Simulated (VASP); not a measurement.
An input for Ansatz (written as the equivalent of a VASP run, and not itself run):

Ansatz 0.2 input:
```yaml
crystal:
  lattice:
    - [-1.6809630, 1.6809630, 1.6809630]
    - [1.6809630, -1.6809630, 1.6809630]
    - [1.6809630, 1.6809630, -1.6809630]
  atoms:
    - { symbol: Li, position: [0.0000000, 0.0000000, 0.0000000] }
kpoints:
  mp_grid: { grid: [11, 11, 11] }
hamiltonian:
  xc: pbe
  pseudopotentials: { kind: paw }
scf:
  occupations: { method: gaussian, width: 0.136 }
  max_iter: 100
output: { forces: true, stress: true, eigenvalues: true }
```

Q: Write the VASP files for the same calculation (PBE).

A: This is not unique; one that fits is 
File KPOINTS:
```
kpoints
0
G
 11 11 11
0 0 0
```

POSCAR:
```
Li
2.9115130
 -0.5773503330   0.5773503330   0.5773503330
  0.5773503330  -0.5773503330   0.5773503330
  0.5773503330   0.5773503330  -0.5773503330
Li
1
Cartesian
  0.0000000000   0.0000000000   0.0000000000
```

### INCAR
```
ALGO  =  Normal
EDIFF  =  1E-6
ENCUT  =  400
GGA  =  PE
ISIF  =  2
ISMEAR  =  0
LASPH  =  .True.
LCHARG  =  .False.
LREAL  =  .False.
LWAVE  =  .False.
NELM  =  100
PREC  =  Accurate
SIGMA  =  0.136
SYSTEM  =  Li
```

POTCAR, in this order: Li_sv (PBE.64 set). Program: vasp_std.

Limits of the translation: each code has its own PAW files, so the cut-off isn't converted (ENCUT is set for VASP's; basis.ecutwfc is left out, and Ansatz then takes the one that its files recommend); Ansatz stops its SCF on the density residual and VASP on the energy change (EDIFF).

The structure comes from a computed database's Li entry; how it stands against other phases isn't given here. The cell was not relaxed at this level.
